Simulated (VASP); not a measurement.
The system is Mg.

```xyz
2
Lattice="3.2093 0.0000 0.0000 -1.6046 2.7793 0.0000 0.0000 0.0000 5.2103" Properties=species:S:1:pos:R:3 pbc="T T T"
Mg    0.0000    1.8529    1.3026
Mg    1.6047    0.9264    3.9077
```

- Program: VASP 6.6.1
- Task: relaxation of cell and atoms
- Functional: LDA
- Potentials or basis: VASP PAW LDA potentials, release 64 (Mg)
- Cutoff: 600 eV
- k mesh: 15 × 15 × 7
- Occupations: methfessel-paxton, width 0.1 eV
- Spin: no spin polarisation

At the start: pressure -2.8 GPa; volume 23.24 Å³/atom.

**Question.** Where does the relaxation end?

**Answer.** Over 6 steps the energy falls by 17.6 meV/atom and the volume is 21.45 Å³/atom (-7.7 %); space group P6_3/mmc (No. 194, to 0.05 Å).

The path:
```tsv
step	energy change (eV)	largest force (eV/Å)	pressure (GPa)	volume (Å³)
1	0.0000	0.0000	-2.80	46.47
2	-0.0325	0.0000	-0.82	43.79
3	-0.0350	0.0000	-0.02	42.91
4	-0.0350	0.0000	0.04	42.84
5	-0.0351	0.0000	0.03	42.85
6	-0.0352	0.0000	-0.02	42.91
```

Final structure:
```
Mg
1.0
     3.14524    0.00000    0.00000
    -1.57262    2.72386    0.00000
     0.00000    0.00000    5.00841
Mg
2
Cartesian
  0.0000 1.8159 1.2521
  1.5726 0.9080 3.7563
```
